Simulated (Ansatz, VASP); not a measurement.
# Cross-check of Ga13P9O42 (amorphous 59Ga2O3-41P2O5 (mol %)) between VASP and Ansatz, part 2 of 3

Wanted: the spread between two codes on one cell, functional and k mesh. Of the first pair: The cell is taken from a series of runs on this material, whose earlier steps may have relaxed, scaled, displaced or heated it; both programs get it as it stands.

VASP 6.6.1 and Ansatz 0.2.0.

So far. Step 3 (VASP: single point, PBE, pair 1): The run ends at a pressure of 0.35 GPa, with forces up to 0.16 eV/Å.

## (4) Comparison

Known differences besides the potentials themselves: fixed occupations in Ansatz, narrow Gaussian smearing in VASP; the cutoff is 420 eV in Ansatz and 600 eV in VASP (PREC = Accurate, projectors in real space). Total energies have different zeros and are not compared.

The two programs side by side:

| quantity | Ansatz | VASP | difference |
| --- | --- | --- | --- |
| pressure (GPa) | 0.76 | 0.35 | +0.40 |
| gap on the k mesh (eV) | 2.719 | 2.687 | +0.032 |

Forces on 8 of the 64 atoms, those with the largest forces and the largest differences (eV/Å; atoms numbered as in POSCAR):

| atom | Ansatz x, y, z | VASP x, y, z |
| --- | --- | --- |
| O24 | 0.015, -0.001, -0.018 | -0.060, -0.037, 0.104 |
| O26 | -0.011, -0.004, 0.000 | -0.039, -0.140, 0.011 |
| O29 | 0.002, 0.020, -0.045 | 0.020, 0.085, -0.139 |
| O35 | -0.006, 0.003, 0.005 | -0.012, 0.028, -0.113 |
| O40 | 0.000, 0.001, 0.017 | -0.008, 0.098, 0.070 |
| O46 | -0.015, 0.008, -0.024 | -0.049, 0.093, -0.107 |
| O49 | -0.017, -0.012, -0.001 | 0.099, 0.033, 0.049 |
| O59 | -0.030, 0.023, 0.009 | -0.102, 0.092, 0.078 |

The forces differ by 48 meV/Å r.m.s., where the r.m.s. force is 0.014 eV/Å in Ansatz and 0.050 eV/Å in VASP: the atoms lie near their places of rest in Ansatz, so a percentage would say little (all taken over all components). A gap on the mesh is an upper bound, since the band edges may lie between its points.

## (5) VASP: single point, PBE, pair 2

A single point gives forces, pressure and levels at one fixed geometry, so differences don't come from the geometry; what else differs is listed under the comparison.

Input file INCAR:

```
SYSTEM = Ga13P9O42
PREC = Accurate
ENCUT = 600
EDIFF = 1E-06
NELM = 120
ISMEAR = 0
SIGMA = 0.01
LREAL = Auto
ALGO = Normal
GGA = PE
NBANDS = 280
LORBIT = 11
LWAVE = .FALSE.
LCHARG = .FALSE.
ISIF = 2
LASPH = .TRUE.
GGA_COMPAT = .FALSE.
EFERMI = MIDGAP
NCORE = 2
```

Input file POSCAR:

```
Ga13P9O42
1.0
    9.2078100000      0.0000000000      0.0000000000
    0.0000000000      9.2078100000      0.0000000000
    0.0000000000      0.0000000000      9.2078100000
Ga P O
13 9 42
Direct
    0.4473000000      0.2562600000      0.8965000000
    0.9777500000      0.8839200000      0.8999800000
    0.0663700000      0.8786600000      0.2689700000
    0.9214000000      0.0519400000      0.5869300000
    0.5887200000      0.9411800000      0.3433000000
    0.9697100000      0.6083800000      0.0643100000
    0.8368700000      0.2646000000      0.9727100000
    0.3571400000      0.3573300000      0.5443000000
    0.3973100000      0.7377900000      0.0158100000
    0.5899100000      0.0465200000      0.6790700000
    0.9359100000      0.6673400000      0.6712300000
    0.7295200000      0.3603400000      0.5901500000
    0.5867900000      0.6625500000      0.5574000000
    0.2851600000      0.0020300000      0.4749500000
    0.6660800000      0.0144100000      0.9919000000
    0.2226900000      0.5595500000      0.2542500000
    0.7981300000      0.2101900000      0.3210800000
    0.6278900000      0.5461500000      0.8989000000
    0.0587300000      0.3348600000      0.7232900000
    0.7931400000      0.6948300000      0.3407900000
    0.2785500000      0.7544500000      0.6729700000
    0.2315900000      0.0428100000      0.0367900000
    0.9387800000      0.4409200000      0.6565900000
    0.8573500000      0.2413500000      0.1691500000
    0.3830200000      0.9265900000      0.3623500000
    0.3169000000      0.1629500000      0.4756900000
    0.9119600000      0.8854500000      0.6989700000
    0.3581600000      0.6084900000      0.1629300000
    0.6401500000      0.9335400000      0.1323300000
    0.5911200000      0.6794400000      0.9926000000
    0.6426000000      0.1417600000      0.3334500000
    0.1510800000      0.6939000000      0.3244700000
    0.3545700000      0.9284400000      0.0583100000
    0.6158900000      0.8968600000      0.5488500000
    0.2985600000      0.7341900000      0.8362100000
    0.3116200000      0.9269600000      0.6366400000
    0.9512300000      0.6729900000      0.8719200000
    0.8337700000      0.0353300000      0.9587700000
    0.7966200000      0.3563400000      0.4008500000
    0.0583100000      0.1876700000      0.6465400000
    0.3038300000      0.1947900000      0.0178700000
    0.1399900000      0.0516000000      0.1758500000
    0.0171900000      0.3172000000      0.8871800000
    0.9070400000      0.1050900000      0.3923800000
    0.0160000000      0.8055100000      0.0875600000
    0.2696300000      0.4471300000      0.3684500000
    0.1253300000      0.9603000000      0.4520400000
    0.7575300000      0.1683300000      0.6659500000
    0.1304200000      0.7076600000      0.6210600000
    0.4878400000      0.4527800000      0.8915500000
    0.6767500000      0.6003600000      0.7451900000
    0.8080400000      0.6335700000      0.5030200000
    0.5471300000      0.4443300000      0.5413600000
    0.6228500000      0.7205600000      0.3391500000
    0.8353700000      0.5898200000      0.2217300000
    0.6217800000      0.1822200000      0.9931200000
    0.5910700000      0.9443700000      0.8598400000
    0.4608900000      0.1999700000      0.7083900000
    0.3883400000      0.6694400000      0.5828900000
    0.1413900000      0.0081300000      0.8988000000
    0.7573800000      0.4597200000      0.9648100000
    0.1138000000      0.4891100000      0.1421400000
    0.2137900000      0.3982600000      0.7018400000
    0.8700400000      0.8419000000      0.3399100000
```

Input file KPOINTS:

```
Automatic mesh
0
Gamma
1 1 1
0 0 0
```

Potentials, in the order of the species: Ga_d, P and O (PBE family, release 64).

Command:

```bash
$ mpirun -np 8 vasp_gam
```

Numbers of over 12 decimals in the logs are rounded to 6 here.

The program printed:

```text
[... set-up lines as in an earlier step ...]
 entering main loop
       N       E                     dE             d eps       ncg     rms          rms(c)
DAV:   1     0.129742854813E+05    0.12974E+05   -0.20337E+05   632   0.306E+03
DAV:   2     0.327686838009E+04   -0.96974E+04   -0.89379E+04   560   0.986E+02
DAV:   3    -0.209869775812E+02   -0.32979E+04   -0.30957E+04   752   0.388E+02
DAV:   4    -0.452957310487E+03   -0.43197E+03   -0.42541E+03   736   0.151E+02
[...]
DAV:  17    -0.417563054827E+03    0.88985E-08   -0.33337E-05   872   0.455E-02    0.643E-03
DAV:  18    -0.417563055786E+03   -0.95838E-06   -0.21349E-05   640   0.166E-02    0.396E-03
DAV:  19    -0.417563055716E+03    0.69027E-07   -0.27978E-06   448   0.143E-02
   1 F= -.41756306E+03 E0= -.41756306E+03  d E =0.000000E+00
```

OUTCAR, selected parts (step 5):

```text
  Total        1.9497565     -7.8751142      4.1249490     -3.5918509     17.3832647      3.7014216
  in kB        4.0014917    -16.1621226      8.4656463     -7.3715674     35.6757309      7.5964396
  external PRESSURE =      -1.2316615 kB  Pullay stress =       0.0000000 kB

 POSITION                                       TOTAL-FORCE (eV/Angst)
 -----------------------------------------------------------------------------------
      4.11865      2.35959      8.25480        -0.273795      0.020487      0.270531
      9.00294      8.13897      8.28684         0.228724      0.043859      0.112733
      0.61112      8.09053      2.47662         0.085415      0.034070      0.012158
      8.48408      0.47825      5.40434         0.355748     -0.144672     -0.191270
      5.42082      8.66621      3.16104        -0.112732      0.026651     -0.168583
      8.92891      5.60185      0.59215         0.167355      0.094559      0.163224
      7.70574      2.43639      8.95653         0.157745     -0.101359      0.495933
      3.28848      3.29023      5.01181        -0.236059     -0.125370     -0.235772
      3.65835      6.79343      0.14558        -0.142179      0.053146      0.092069
      5.43178      0.42835      6.25275        -0.203030     -0.218184      0.066722
      8.61768      6.14474      6.18056         0.155234      0.105404     -0.017267
      6.71728      3.31794      5.43399         0.118593     -0.032003     -0.515717
      5.40305      6.10063      5.13243        -0.145527      0.201553     -0.086978
      2.62570      0.01869      4.37325        -0.089848     -0.063152     -0.049536
[...]
-----------------------------------------------------------------------------------
    total drift:                                0.006534     -0.005891      0.004644

  FREE ENERGIE OF THE ION-ELECTRON SYSTEM (eV)
  ---------------------------------------------------
  free  energy   TOTEN  =      -417.5630557165 eV

  energy  without entropy=     -417.5630557165  energy(sigma->0) =     -417.56305572

[... 2 parts as in an earlier step ...]
```

The run ends at a pressure of -0.12 GPa, with forces up to 0.53 eV/Å.

## (6) Ansatz: single point, PBE, pair 2

The same cell, functional and mesh now go to Ansatz, which takes its cutoff from its data sets.

The cell is taken from a series of runs on this material, whose earlier steps may have relaxed, scaled, displaced or heated it; both programs get it as it stands.

Input file input.yaml:

```yaml
crystal:
  lattice:
    - [9.20781, 0.0, 0.0]
    - [0.0, 9.20781, 0.0]
    - [0.0, 0.0, 9.20781]
  atoms:
    - { symbol: Ga, position: [0.4473, 0.25626, 0.8965] }
    - { symbol: Ga, position: [0.97775, 0.88392, 0.89998] }
    - { symbol: Ga, position: [0.06637, 0.87866, 0.26897] }
    - { symbol: Ga, position: [0.9214, 0.05194, 0.58693] }
    - { symbol: Ga, position: [0.58872, 0.94118, 0.3433] }
    - { symbol: Ga, position: [0.96971, 0.60838, 0.06431] }
    - { symbol: Ga, position: [0.83687, 0.2646, 0.97271] }
    - { symbol: Ga, position: [0.35714, 0.35733, 0.5443] }
    - { symbol: Ga, position: [0.39731, 0.73779, 0.01581] }
    - { symbol: Ga, position: [0.58991, 0.04652, 0.67907] }
    - { symbol: Ga, position: [0.93591, 0.66734, 0.67123] }
    - { symbol: Ga, position: [0.72952, 0.36034, 0.59015] }
    - { symbol: Ga, position: [0.58679, 0.66255, 0.5574] }
    - { symbol: P, position: [0.28516, 0.00203, 0.47495] }
    - { symbol: P, position: [0.66608, 0.01441, 0.9919] }
    - { symbol: P, position: [0.22269, 0.55955, 0.25425] }
    - { symbol: P, position: [0.79813, 0.21019, 0.32108] }
    - { symbol: P, position: [0.62789, 0.54615, 0.8989] }
    - { symbol: P, position: [0.05873, 0.33486, 0.72329] }
    - { symbol: P, position: [0.79314, 0.69483, 0.34079] }
    - { symbol: P, position: [0.27855, 0.75445, 0.67297] }
    - { symbol: P, position: [0.23159, 0.04281, 0.03679] }
    - { symbol: O, position: [0.93878, 0.44092, 0.65659] }
    - { symbol: O, position: [0.85735, 0.24135, 0.16915] }
    - { symbol: O, position: [0.38302, 0.92659, 0.36235] }
    - { symbol: O, position: [0.3169, 0.16295, 0.47569] }
    - { symbol: O, position: [0.91196, 0.88545, 0.69897] }
    - { symbol: O, position: [0.35816, 0.60849, 0.16293] }
    - { symbol: O, position: [0.64015, 0.93354, 0.13233] }
    - { symbol: O, position: [0.59112, 0.67944, 0.9926] }
    - { symbol: O, position: [0.6426, 0.14176, 0.33345] }
    - { symbol: O, position: [0.15108, 0.6939, 0.32447] }
    - { symbol: O, position: [0.35457, 0.92844, 0.05831] }
    - { symbol: O, position: [0.61589, 0.89686, 0.54885] }
    - { symbol: O, position: [0.29856, 0.73419, 0.83621] }
    - { symbol: O, position: [0.31162, 0.92696, 0.63664] }
    - { symbol: O, position: [0.95123, 0.67299, 0.87192] }
    - { symbol: O, position: [0.83377, 0.03533, 0.95877] }
    - { symbol: O, position: [0.79662, 0.35634, 0.40085] }
    - { symbol: O, position: [0.05831, 0.18767, 0.64654] }
    - { symbol: O, position: [0.30383, 0.19479, 0.01787] }
    - { symbol: O, position: [0.13999, 0.0516, 0.17585] }
    - { symbol: O, position: [0.01719, 0.3172, 0.88718] }
    - { symbol: O, position: [0.90704, 0.10509, 0.39238] }
    - { symbol: O, position: [0.016, 0.80551, 0.08756] }
    - { symbol: O, position: [0.26963, 0.44713, 0.36845] }
    - { symbol: O, position: [0.12533, 0.9603, 0.45204] }
    - { symbol: O, position: [0.75753, 0.16833, 0.66595] }
    - { symbol: O, position: [0.13042, 0.70766, 0.62106] }
    - { symbol: O, position: [0.48784, 0.45278, 0.89155] }
    - { symbol: O, position: [0.67675, 0.60036, 0.74519] }
    - { symbol: O, position: [0.80804, 0.63357, 0.50302] }
    - { symbol: O, position: [0.54713, 0.44433, 0.54136] }
    - { symbol: O, position: [0.62285, 0.72056, 0.33915] }
    - { symbol: O, position: [0.83537, 0.58982, 0.22173] }
    - { symbol: O, position: [0.62178, 0.18222, 0.99312] }
    - { symbol: O, position: [0.59107, 0.94437, 0.85984] }
    - { symbol: O, position: [0.46089, 0.19997, 0.70839] }
    - { symbol: O, position: [0.38834, 0.66944, 0.58289] }
    - { symbol: O, position: [0.14139, 0.00813, 0.8988] }
    - { symbol: O, position: [0.75738, 0.45972, 0.96481] }
    - { symbol: O, position: [0.1138, 0.48911, 0.14214] }
    - { symbol: O, position: [0.21379, 0.39826, 0.70184] }
    - { symbol: O, position: [0.87004, 0.8419, 0.33991] }
kpoints:
  mp_grid: { grid: [1, 1, 1] }
hamiltonian:
  xc: pbe
  pseudopotentials: { kind: paw, azcp: { folder: soft_1 } }
scf:
  occupations: { method: fixed }
output:
  forces: true
  stress: true
  populations: true
  dos:
    method: { smearing: { sigma: 0.08 } }
    de: 0.1
    projected: { site_lists: { Ga: [Ga], O: [O], P: [P] } }
  eigenvalues: true
```

Command:

```bash
$ ansatz run input.yaml --threads 4 --pin off --max-ram 8192MiB --backend cpu --events-out ev --progress --plain --runs-dir out
```

The program printed:

```text
[...]
Crystal: 64 atoms, lattice volume = 780.673 Å³
Basis set: ecut = 420 eV, 15275 PW (Γ), exchange–correlation on 128×128×128 points (8 copies of the dense FFT grid, shifted against one another)
Bands: 297, of which v1, the nominal top of the filled ones, is band 233 counted from 1 (232 counted from 0)
Symmetry: 1 space group operations
[...]
k-points: 1
[...]
--- Löwdin populations: 64 sites ---
  site symbol       q [e]
     0     Ga     11.8591
     1     Ga     11.9079
     2     Ga     11.9025
     3     Ga     11.9048
     4     Ga     11.8981
     5     Ga     11.8863
     6     Ga     11.8860
     7     Ga     11.8488
[...]
60      O      6.6911
    61      O      6.7030
    62      O      6.6989
    63      O      6.7058
  spilling = 0.008697 (of n_electrons = 466.000000)
[key lines of the parts left out:]
SCF converged after 13 iterations
Free energy (F): -79831.304935 eV
Fermi energy:    4.775527 eV
P = ⅓ Tr σ = 0.2672 GPa (2.672 kbar)
```

## (7) Side by side

Both answers:

| quantity | Ansatz | VASP | difference |
| --- | --- | --- | --- |
| pressure (GPa) | 0.27 | -0.12 | +0.39 |
| gap on the k mesh (eV) | 2.427 | 2.392 | +0.034 |

Forces on 10 of the 64 atoms, those with the largest forces and the largest differences (eV/Å; atoms numbered as in POSCAR):

| atom | Ansatz x, y, z | VASP x, y, z |
| --- | --- | --- |
| Ga1 | -0.234, -0.012, 0.250 | -0.274, 0.020, 0.271 |
| Ga4 | 0.307, -0.114, -0.161 | 0.356, -0.145, -0.191 |
| Ga7 | 0.123, -0.118, 0.475 | 0.158, -0.101, 0.496 |
| Ga12 | 0.116, -0.067, -0.533 | 0.119, -0.032, -0.516 |
| P18 | -0.359, 0.164, 0.237 | -0.345, 0.181, 0.259 |
| P19 | 0.122, -0.312, -0.192 | 0.166, -0.345, -0.194 |
| O24 | -0.058, 0.049, -0.125 | -0.130, 0.013, 0.002 |
| O26 | 0.096, 0.309, 0.103 | 0.072, 0.173, 0.116 |
| O48 | -0.131, 0.498, 0.088 | -0.123, 0.501, 0.122 |
| O49 | -0.145, -0.058, 0.022 | -0.026, -0.012, 0.073 |

The forces differ by 47 meV/Å r.m.s., which is 31.8 % of the r.m.s. force of 0.149 eV/Å (both taken over all components). A gap on the mesh is an upper bound, since the band edges may lie between its points.

## (8) Ansatz: relaxation, PBE

The two programs are compared at the cell with which this relaxation starts, whose forces are those of its first step.

The structure compared here is the start of the Ansatz relaxation; VASP solves that cell, so the two are compared at the walk's first step.

Input file input.yaml:

```yaml
crystal:
  lattice:
    - [9.20781, 0.0, 0.0]
    - [0.0, 9.20781, 0.0]
    - [0.0, 0.0, 9.20781]
  atoms:
    - { symbol: Ga, position: [0.42725, 0.28394, 0.86081] }
    - { symbol: Ga, position: [0.96322, 0.86844, 0.90074] }
    - { symbol: Ga, position: [0.0369, 0.89068, 0.26726] }
    - { symbol: Ga, position: [0.96799, 0.04255, 0.58067] }
    - { symbol: Ga, position: [0.5905, 0.92336, 0.33269] }
    - { symbol: Ga, position: [0.9684, 0.56033, 0.04224] }
    - { symbol: Ga, position: [0.83627, 0.24473, 0.95703] }
    - { symbol: Ga, position: [0.3822, 0.34834, 0.53581] }
    - { symbol: Ga, position: [0.42799, 0.76827, 0.05713] }
    - { symbol: Ga, position: [0.63061, 0.04741, 0.66441] }
    - { symbol: Ga, position: [0.92534, 0.67742, 0.66297] }
    - { symbol: Ga, position: [0.76078, 0.39753, 0.60501] }
    - { symbol: Ga, position: [0.57679, 0.66156, 0.54801] }
    - { symbol: P, position: [0.28747, 0.99906, 0.48251] }
    - { symbol: P, position: [0.64483, 0.00859, 0.98266] }
    - { symbol: P, position: [0.21618, 0.56763, 0.27458] }
    - { symbol: P, position: [0.79068, 0.20399, 0.32615] }
    - { symbol: P, position: [0.64894, 0.55481, 0.88896] }
    - { symbol: P, position: [0.08276, 0.34416, 0.73324] }
    - { symbol: P, position: [0.78421, 0.67017, 0.32201] }
    - { symbol: P, position: [0.28868, 0.76765, 0.70857] }
    - { symbol: P, position: [0.20814, 0.06143, 0.0264] }
    - { symbol: O, position: [0.97439, 0.45278, 0.66581] }
    - { symbol: O, position: [0.81866, 0.22594, 0.16616] }
    - { symbol: O, position: [0.38668, 0.92178, 0.37698] }
    - { symbol: O, position: [0.31214, 0.15934, 0.46929] }
    - { symbol: O, position: [0.89057, 0.89612, 0.6903] }
    - { symbol: O, position: [0.33708, 0.64528, 0.19118] }
    - { symbol: O, position: [0.60425, 0.93801, 0.12437] }
    - { symbol: O, position: [0.61676, 0.6773, 0.9923] }
    - { symbol: O, position: [0.6404, 0.13664, 0.35684] }
    - { symbol: O, position: [0.11794, 0.68314, 0.3455] }
    - { symbol: O, position: [0.32559, 0.95255, 0.06673] }
    - { symbol: O, position: [0.62463, 0.88596, 0.54046] }
    - { symbol: O, position: [0.3327, 0.7485, 0.86467] }
    - { symbol: O, position: [0.30905, 0.92356, 0.63568] }
    - { symbol: O, position: [0.91121, 0.66785, 0.87564] }
    - { symbol: O, position: [0.81106, 0.00939, 0.96355] }
    - { symbol: O, position: [0.81412, 0.33799, 0.41724] }
    - { symbol: O, position: [0.06845, 0.20041, 0.65312] }
    - { symbol: O, position: [0.28838, 0.1973, 0.97805] }
    - { symbol: O, position: [0.10509, 0.06729, 0.15519] }
    - { symbol: O, position: [0.02199, 0.32707, 0.88764] }
    - { symbol: O, position: [0.88659, 0.09031, 0.3997] }
    - { symbol: O, position: [0.04012, 0.78891, 0.08178] }
    - { symbol: O, position: [0.27621, 0.46538, 0.39032] }
    - { symbol: O, position: [0.12875, 0.96034, 0.45409] }
    - { symbol: O, position: [0.77906, 0.20046, 0.7034] }
    - { symbol: O, position: [0.12936, 0.73113, 0.6911] }
    - { symbol: O, position: [0.50958, 0.46522, 0.87583] }
    - { symbol: O, position: [0.6861, 0.60011, 0.73166] }
    - { symbol: O, position: [0.82173, 0.63527, 0.48102] }
    - { symbol: O, position: [0.56695, 0.44263, 0.53672] }
    - { symbol: O, position: [0.61882, 0.68935, 0.33357] }
    - { symbol: O, position: [0.83557, 0.57448, 0.20185] }
    - { symbol: O, position: [0.60276, 0.16866, 0.96789] }
    - { symbol: O, position: [0.58369, 0.942, 0.84517] }
    - { symbol: O, position: [0.48645, 0.19571, 0.68603] }
    - { symbol: O, position: [0.38836, 0.67701, 0.61407] }
    - { symbol: O, position: [0.12013, 0.0068, 0.89478] }
    - { symbol: O, position: [0.76102, 0.43967, 0.93208] }
    - { symbol: O, position: [0.12462, 0.4911, 0.15827] }
    - { symbol: O, position: [0.24252, 0.38458, 0.72101] }
    - { symbol: O, position: [0.83613, 0.8261, 0.29738] }
kpoints:
  mp_grid: { grid: [1, 1, 1] }
hamiltonian:
  xc: pbe
  pseudopotentials: { kind: paw, azcp: { folder: soft_1 } }
scf:
  occupations: { method: fixed }
output:
  forces: true
relax:
  f_tol: 0.05
  max_steps: 120
```

The program printed:

```text
[...]
Crystal: 64 atoms, lattice volume = 780.673 Å³
Basis set: ecut = 420 eV, 15275 PW (Γ), exchange–correlation on 128×128×128 points (8 copies of the dense FFT grid, shifted against one another)
Bands: 297, of which v1, the nominal top of the filled ones, is band 233 counted from 1 (232 counted from 0)
Symmetry: 1 space group operations
[...]
k-points: 1
[...]
SCF iter   1: F=—  HF=-79854.788891 eV  |F-HF|=—  |Δ(HF+E_count)|=         —  Δρ=1.26e-1  dr2=9.26e1  ethr=3.10e-3  ⟨swp⟩=5.0  Hψ=1047  notcnv=0  defer=62
[...]
- { symbol: O, position: [0.859164, 0.239438, 0.170835] }
    - { symbol: O, position: [0.384014, 0.928520, 0.363116] }
    - { symbol: O, position: [0.317910, 0.164176, 0.477478] }
    - { symbol: O, position: [0.911448, 0.885895, 0.699587] }
    - { symbol: O, position: [0.359692, 0.604572, 0.160920] }
    - { symbol: O, position: [0.642749, 0.934310, 0.131676] }
    - { symbol: O, position: [0.593290, 0.677878, 0.988116] }
[...]
- { symbol: O, position: [0.756210, 0.454664, 0.961535] }
    - { symbol: O, position: [0.112652, 0.490042, 0.143811] }
    - { symbol: O, position: [0.209553, 0.398443, 0.699514] }
    - { symbol: O, position: [0.871822, 0.841200, 0.342037] }
```

(Part 2 of 3 ends here.)

[Lines on the potential files, build, host, timing and source positions are cut from VASP's logs without a mark.]

[Logs are printed without paths, hosts, clocks, repeated set-up lines and the standing remarks that a program may print on its own settings, such as how far it seeks lower states.]

[Hosts, paths, dates, database ids (printed as entryN), source tags and the programs' standing remarks are cut or masked in the printed files.]
